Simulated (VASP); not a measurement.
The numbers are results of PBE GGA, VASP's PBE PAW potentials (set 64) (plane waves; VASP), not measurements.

Input for VASP

### POSCAR
```
Tm
1
    3.5106420000     0.0000000000     0.0000000000
   -1.7553210000     3.0403050000     0.0000000000
    0.0000000000     0.0000000000    11.2955110000
Tm
4
Direct
  0.0000000000   0.0000000000   0.0000000000
  0.0000000000   0.0000000000   0.5000000000
  0.3333330000   0.6666670000   0.2500000000
  0.6666670000   0.3333330000   0.7500000000
```

**INCAR**
```
! general
SYSTEM =Tm
PREC   =Accurate
ENCUT  =300   ! plane-wave cut-off (eV)
LREAL  =.False.   ! projection in real space or not
LASPH  =.True.   ! aspherical one-centre terms

! electronic loop
EDIFF  =1E-6
NELM   =100   ! most electronic steps
ALGO   =Normal   ! blocked Davidson
LMAXMIX=6   ! l cut-off of mixed one-centre charges

! smearing
ISMEAR =0   ! Gaussian
SIGMA  =0.1   ! width (eV)

! functional
GGA    =PE   ! PBE

! spin
ISPIN  =2
MAGMOM =4*2.0

! ions
ISIF   =2   ! forces and stress, cell fixed

! output
LWAVE  =.False.
LCHARG =.False.
LORBIT =11
```

File KPOINTS:
```
Automatic
0
Gamma
 6 6 2
```

POTCAR, in this order: Tm (PBE.64 set). Program: vasp_std.

Output of the run:

**OSZICAR**
```
...
DAV:  12    -0.278558300418E+02   -0.72831E+01   -0.21419E+00  4626   0.193E+01    0.105E+02
DAV:  13    -0.211947061257E+02    0.66611E+01   -0.78576E+00  4048   0.449E+01    0.763E+01
DAV:  14    -0.199158763546E+02    0.12788E+01   -0.12088E+00  4893   0.119E+01    0.639E+01
DAV:  15    -0.182784442494E+02    0.16374E+01   -0.28063E+00  4811   0.336E+01    0.551E+01
DAV:  16    -0.159369415594E+02    0.23415E+01   -0.28455E+00  4662   0.356E+01    0.443E+01
DAV:  17    -0.164456636324E+02   -0.50872E+00   -0.28062E+00  4716   0.205E+01    0.515E+01
DAV:  18    -0.164203680554E+02    0.25296E-01   -0.57018E-01  5308   0.811E+00    0.523E+01
DAV:  19    -0.166314122920E+02   -0.21104E+00   -0.64806E-01  5415   0.676E+00    0.551E+01
DAV:  20    -0.162348228486E+02    0.39659E+00   -0.13501E-01  5389   0.481E+00    0.522E+01
DAV:  21    -0.156485278157E+02    0.58630E+00   -0.20950E+00  4963   0.789E+00    0.454E+01
DAV:  22    -0.159893587526E+02   -0.34083E+00   -0.24316E-01  5026   0.599E+00    0.406E+01
DAV:  23    -0.163070107306E+02   -0.31765E+00   -0.23047E-01  5491   0.632E+00    0.383E+01
DAV:  24    -0.159892727791E+02    0.31774E+00   -0.85581E-02  5176   0.490E+00    0.362E+01
DAV:  25    -0.156301700320E+02    0.35910E+00   -0.10775E-01  5259   0.406E+00    0.349E+01
DAV:  26    -0.151864564954E+02    0.44371E+00   -0.87772E-02  5281   0.417E+00    0.343E+01
DAV:  27    -0.148370996928E+02    0.34936E+00   -0.67082E-02  5522   0.226E+00    0.347E+01
DAV:  28    -0.148280430329E+02    0.90567E-02   -0.21458E-02  5577   0.821E-01    0.348E+01
DAV:  29    -0.148752202913E+02   -0.47177E-01   -0.37782E-03  5525   0.532E-01    0.346E+01
DAV:  30    -0.148507412678E+02    0.24479E-01   -0.63056E-04  5578   0.216E-01    0.345E+01
DAV:  31    -0.148504863831E+02    0.25488E-03   -0.21054E-04  5922   0.857E-02    0.345E+01
DAV:  32    -0.148405968932E+02    0.98895E-02   -0.26673E-04  4777   0.228E-01    0.346E+01
DAV:  33    -0.148633173555E+02   -0.22720E-01   -0.22847E-03  4723   0.768E-01    0.350E+01
DAV:  34    -0.148624373843E+02    0.87997E-03   -0.21151E-03  4798   0.787E-01    0.356E+01
DAV:  35    -0.151658373061E+02   -0.30340E+00   -0.36153E-02  4658   0.259E+00    0.336E+01
DAV:  36    -0.155004641819E+02   -0.33463E+00   -0.10866E-01  4930   0.411E+00    0.317E+01
DAV:  37    -0.156331491292E+02   -0.13268E+00   -0.16976E-01  4901   0.544E+00    0.299E+01
DAV:  38    -0.156537046749E+02   -0.20556E-01   -0.63331E-02  5345   0.357E+00    0.276E+01
DAV:  39    -0.156605921482E+02   -0.68875E-02   -0.20338E-02  5041   0.828E-01    0.276E+01
DAV:  40    -0.157013425107E+02   -0.40750E-01   -0.74382E-03  5161   0.136E+00    0.278E+01
DAV:  41    -0.157241636078E+02   -0.22821E-01   -0.63046E-03  5076   0.109E+00    0.281E+01
DAV:  42    -0.156973384937E+02    0.26825E-01   -0.92744E-03  4673   0.206E+00    0.266E+01
DAV:  43    -0.156407525085E+02    0.56586E-01   -0.15210E-01  4445   0.873E+00    0.197E+01
DAV:  44    -0.156392076565E+02    0.15449E-02   -0.92746E-02  4833   0.609E+00    0.154E+01
DAV:  45    -0.156527961851E+02   -0.13589E-01   -0.39836E-02  5196   0.170E+00    0.147E+01
DAV:  46    -0.156614306782E+02   -0.86345E-02   -0.99936E-03  5506   0.172E+00    0.154E+01
DAV:  47    -0.156562806324E+02    0.51500E-02   -0.31005E-03  5707   0.576E-01    0.149E+01
DAV:  48    -0.156442057711E+02    0.12075E-01   -0.22357E-02  4747   0.366E+00    0.167E+01
DAV:  49    -0.156478190100E+02   -0.36132E-02   -0.83477E-02  4776   0.427E+00    0.185E+01
DAV:  50    -0.156497487488E+02   -0.19297E-02   -0.40061E-02  4626   0.501E+00    0.138E+01
DAV:  51    -0.158204722814E+02   -0.17072E+00   -0.18706E+00  4473   0.193E+01    0.868E+00
DAV:  52    -0.158055317392E+02    0.14941E-01   -0.17729E-01  4185   0.307E+00    0.961E+00
DAV:  53    -0.157654557834E+02    0.40076E-01   -0.21283E-02  5444   0.116E+00    0.103E+01
DAV:  54    -0.157603555930E+02    0.51002E-02   -0.63911E-03  5064   0.198E+00    0.107E+01
DAV:  55    -0.157950276294E+02   -0.34672E-01   -0.67306E-03  5019   0.246E+00    0.104E+01
DAV:  56    -0.157808073412E+02    0.14220E-01   -0.20595E-01  4364   0.103E+01    0.177E+01
DAV:  57    -0.157567784254E+02    0.24029E-01   -0.38492E-02  4837   0.194E+00    0.164E+01
DAV:  58    -0.156865514902E+02    0.70227E-01   -0.44132E-02  5677   0.227E+00    0.120E+01
DAV:  59    -0.156487629797E+02    0.37789E-01   -0.96631E-02  4821   0.410E+00    0.739E+00
DAV:  60    -0.156832616769E+02   -0.34499E-01   -0.18740E-02  5457   0.193E+00    0.718E+00
DAV:  61    -0.156925084811E+02   -0.92468E-02   -0.10393E-01  4664   0.382E+00    0.643E+00
DAV:  62    -0.157060541048E+02   -0.13546E-01   -0.10344E-01  5128   0.451E+00    0.478E+00
DAV:  63    -0.156892848027E+02    0.16769E-01   -0.26166E-02  5380   0.285E+00    0.347E+00
DAV:  64    -0.156994028802E+02   -0.10118E-01   -0.34169E-02  5114   0.246E+00    0.515E+00
DAV:  65    -0.156970369333E+02    0.23659E-02   -0.22167E-02  4901   0.205E+00    0.482E+00
DAV:  66    -0.157080537454E+02   -0.11017E-01   -0.39859E-02  5178   0.350E+00    0.303E+00
DAV:  67    -0.157029755229E+02    0.50782E-02   -0.20746E-02  5332   0.243E+00    0.383E+00
DAV:  68    -0.157057684375E+02   -0.27929E-02   -0.79221E-03  5811   0.135E+00    0.393E+00
DAV:  69    -0.157061278094E+02   -0.35937E-03   -0.29641E-03  5654   0.918E-01    0.380E+00
DAV:  70    -0.157063611285E+02   -0.23332E-03   -0.56119E-03  5010   0.167E+00    0.286E+00
DAV:  71    -0.157035024956E+02    0.28586E-02   -0.15188E-02  4647   0.283E+00    0.177E+00
DAV:  72    -0.157086026693E+02   -0.51002E-02   -0.66235E-03  5378   0.199E+00    0.169E+00
DAV:  73    -0.157094892132E+02   -0.88654E-03   -0.30966E-03  5636   0.117E+00    0.153E+00
DAV:  74    -0.157109560505E+02   -0.14668E-02   -0.60614E-03  5949   0.102E+00    0.248E+00
DAV:  75    -0.157111090707E+02   -0.15302E-03   -0.24967E-03  5541   0.760E-01    0.209E+00
DAV:  76    -0.157156720406E+02   -0.45630E-02   -0.70235E-03  5300   0.121E+00    0.371E+00
DAV:  77    -0.157107523471E+02    0.49197E-02   -0.44091E-03  5114   0.949E-01    0.209E+00
DAV:  78    -0.157113232772E+02   -0.57093E-03   -0.11925E-03  5256   0.716E-01    0.166E+00
DAV:  79    -0.157105384336E+02    0.78484E-03   -0.90784E-04  5594   0.884E-01    0.981E-01
DAV:  80    -0.157110874766E+02   -0.54904E-03   -0.35745E-04  5624   0.302E-01    0.944E-01
DAV:  81    -0.157135512822E+02   -0.24638E-02   -0.40935E-03  4835   0.153E+00    0.223E+00
DAV:  82    -0.157120512857E+02    0.15000E-02   -0.11207E-03  5388   0.505E-01    0.174E+00
DAV:  83    -0.157114063765E+02    0.64491E-03   -0.89137E-04  5807   0.447E-01    0.105E+00
DAV:  84    -0.157114512872E+02   -0.44911E-04   -0.37027E-04  5507   0.334E-01    0.818E-01
DAV:  85    -0.157114882812E+02   -0.36994E-04   -0.22885E-04  5644   0.304E-01    0.600E-01
DAV:  86    -0.157119241865E+02   -0.43591E-03   -0.33918E-04  5325   0.371E-01    0.974E-01
DAV:  87    -0.157119847354E+02   -0.60549E-04   -0.18216E-04  4965   0.329E-01    0.840E-01
DAV:  88    -0.157118255222E+02    0.15921E-03   -0.27832E-04  5028   0.554E-01    0.687E-01
DAV:  89    -0.157118182908E+02    0.72314E-05   -0.20857E-04  5512   0.258E-01    0.528E-01
DAV:  90    -0.157119264391E+02   -0.10815E-03   -0.11878E-04  5525   0.152E-01    0.404E-01
DAV:  91    -0.157122977414E+02   -0.37130E-03   -0.63768E-04  4845   0.570E-01    0.414E-01
DAV:  92    -0.157124685988E+02   -0.17086E-03   -0.13254E-04  5144   0.153E-01    0.418E-01
DAV:  93    -0.157124819821E+02   -0.13383E-04   -0.35454E-05  5552   0.868E-02    0.383E-01
DAV:  94    -0.157125123356E+02   -0.30353E-04   -0.19673E-05  5090   0.958E-02    0.328E-01
DAV:  95    -0.157125157878E+02   -0.34522E-05   -0.78155E-05  4665   0.224E-01    0.229E-01
DAV:  96    -0.157128114253E+02   -0.29564E-03   -0.11675E-04  5367   0.300E-01    0.139E-01
DAV:  97    -0.157128267190E+02   -0.15294E-04   -0.10422E-04  5480   0.209E-01    0.104E-01
DAV:  98    -0.157128955584E+02   -0.68839E-04   -0.84700E-05  5683   0.114E-01    0.867E-02
DAV:  99    -0.157129466697E+02   -0.51111E-04   -0.39623E-05  5365   0.594E-02    0.106E-01
DAV: 100    -0.157129638951E+02   -0.17225E-04   -0.29461E-05  4360   0.130E-01
   1 F= -.15712964E+02 E0= -.15615677E+02  d E =-.194574E+00  mag=     4.3585
```

### OUTCAR
```
------------------------ aborting loop EDIFF was not reached (unconverged)  ----------------------------
  FORCE on cell =-STRESS in cart. coord.  units (eV):
  Direction    XX          YY          ZZ          XY          YZ          ZX
  --------------------------------------------------------------------------------------
  Total        0.8965222      0.8965221      0.6091078      0.0000000      0.0000000      0.0000000
  in kB       11.9141222     11.9141210      8.0945954      0.0000000      0.0000000      0.0000000
  external PRESSURE =      10.6409462 kB  Pullay stress =       0.0000000 kB
  volume of cell :      120.56
      direct lattice vectors                 reciprocal lattice vectors
     3.510642000  0.000000000  0.000000000     0.284848184  0.164457184  0.000000000
    -1.755321000  3.040305000  0.000000000     0.000000000  0.328914369  0.000000000
     0.000000000  0.000000000 11.295511000     0.000000000  0.000000000  0.088530745
 POSITION                                       TOTAL-FORCE (eV/Angst)
 -----------------------------------------------------------------------------------
      0.00000      0.00000      0.00000        -0.000000      0.000000      0.000000
      0.00000      0.00000      5.64776         0.000000      0.000000      0.000000
     -0.00000      2.02687      2.82388        -0.000000      0.000000     -0.000000
      1.75532      1.01343      8.47163         0.000000     -0.000000     -0.000000
 -----------------------------------------------------------------------------------
    total drift:                                0.000000     -0.000000      0.000000
  FREE ENERGIE OF THE ION-ELECTRON SYSTEM (eV)
  ---------------------------------------------------
  free  energy   TOTEN  =       -15.7129638951 eV

  energy  without entropy=      -15.5183903297  energy(sigma->0) =      -15.61567711

 total charge

# of ion       s       p       d       f       tot
--------------------------------------------------
    1        2.217   5.932   0.409  12.483  21.041
    2        2.217   5.932   0.409  12.483  21.041
    3        2.221   5.929   0.409  12.481  21.040
    4        2.221   5.929   0.409  12.481  21.040
--------------------------------------------------
tot          8.878  23.722   1.636  49.928  84.163

 magnetization (x)

# of ion       s       p       d       f       tot
--------------------------------------------------
    1        0.002  -0.029  -0.051   1.301   1.222
    2        0.002  -0.029  -0.051   1.301   1.222
    3        0.004  -0.040  -0.067   1.318   1.215
    4        0.004  -0.040  -0.067   1.318   1.215
--------------------------------------------------
tot          0.012  -0.138  -0.237   5.237   4.873
```
(Selected blocks of OUTCAR.)

### stdout
```
...
DAV:  81    -0.157135512822E+02   -0.24638E-02   -0.40935E-03  4835   0.153E+00    0.223E+00
DAV:  82    -0.157120512857E+02    0.15000E-02   -0.11207E-03  5388   0.505E-01    0.174E+00
DAV:  83    -0.157114063765E+02    0.64491E-03   -0.89137E-04  5807   0.447E-01    0.105E+00
DAV:  84    -0.157114512872E+02   -0.44911E-04   -0.37027E-04  5507   0.334E-01    0.818E-01
DAV:  85    -0.157114882812E+02   -0.36994E-04   -0.22885E-04  5644   0.304E-01    0.600E-01
DAV:  86    -0.157119241865E+02   -0.43591E-03   -0.33918E-04  5325   0.371E-01    0.974E-01
DAV:  87    -0.157119847354E+02   -0.60549E-04   -0.18216E-04  4965   0.329E-01    0.840E-01
DAV:  88    -0.157118255222E+02    0.15921E-03   -0.27832E-04  5028   0.554E-01    0.687E-01
DAV:  89    -0.157118182908E+02    0.72314E-05   -0.20857E-04  5512   0.258E-01    0.528E-01
DAV:  90    -0.157119264391E+02   -0.10815E-03   -0.11878E-04  5525   0.152E-01    0.404E-01
DAV:  91    -0.157122977414E+02   -0.37130E-03   -0.63768E-04  4845   0.570E-01    0.414E-01
DAV:  92    -0.157124685988E+02   -0.17086E-03   -0.13254E-04  5144   0.153E-01    0.418E-01
DAV:  93    -0.157124819821E+02   -0.13383E-04   -0.35454E-05  5552   0.868E-02    0.383E-01
DAV:  94    -0.157125123356E+02   -0.30353E-04   -0.19673E-05  5090   0.958E-02    0.328E-01
DAV:  95    -0.157125157878E+02   -0.34522E-05   -0.78155E-05  4665   0.224E-01    0.229E-01
DAV:  96    -0.157128114253E+02   -0.29564E-03   -0.11675E-04  5367   0.300E-01    0.139E-01
DAV:  97    -0.157128267190E+02   -0.15294E-04   -0.10422E-04  5480   0.209E-01    0.104E-01
DAV:  98    -0.157128955584E+02   -0.68839E-04   -0.84700E-05  5683   0.114E-01    0.867E-02
DAV:  99    -0.157129466697E+02   -0.51111E-04   -0.39623E-05  5365   0.594E-02    0.106E-01
DAV: 100    -0.157129638951E+02   -0.17225E-04   -0.29461E-05  4360   0.130E-01

 -----------------------------------------------------------------------------
|                                                                             |
|           W    W    AA    RRRRR   N    N  II  N    N   GGGG   !!!           |
|           W    W   A  A   R    R  NN   N  II  NN   N  G    G  !!!           |
|           W    W  A    A  R    R  N N  N  II  N N  N  G       !!!           |
|           W WW W  AAAAAA  RRRRR   N  N N  II  N  N N  G  GGG   !            |
|           WW  WW  A    A  R   R   N   NN  II  N   NN  G    G                |
|           W    W  A    A  R    R  N    N  II  N    N   GGGG   !!!           |
|                                                                             |
|     The electronic self-consistency was not achieved in the given           |
|     number of steps (NELM). The forces and other quantities evaluated       |
|     might not be reliable so examine the results carefully. If you find     |
|     spurious results, we suggest increasing NELM, if you were close to      |
|     convergence or switching to a different ALGO or adjusting the           |
|     density mixing parameters otherwise.                                    |
|                                                                             |
 -----------------------------------------------------------------------------

   1 F= -.15712964E+02 E0= -.15615677E+02  d E =-.194574E+00  mag=     4.3585
```

The run did not converge; its last values are not results.

At this cut-off the stress carries a Pulay error, which pulls relaxed volumes low.

The structure was generated: Tm was put into an ordered model structure, which need not be its known phase. The cell was not relaxed at this level. The k-mesh is coarse (spacing up to 0.34 per Å, 2π included), so the numbers may not be converged in it. The run is one of a series of settings (KPOINTS 6×6×2 Γ-centred mesh against the base run), some of them coarse on purpose.
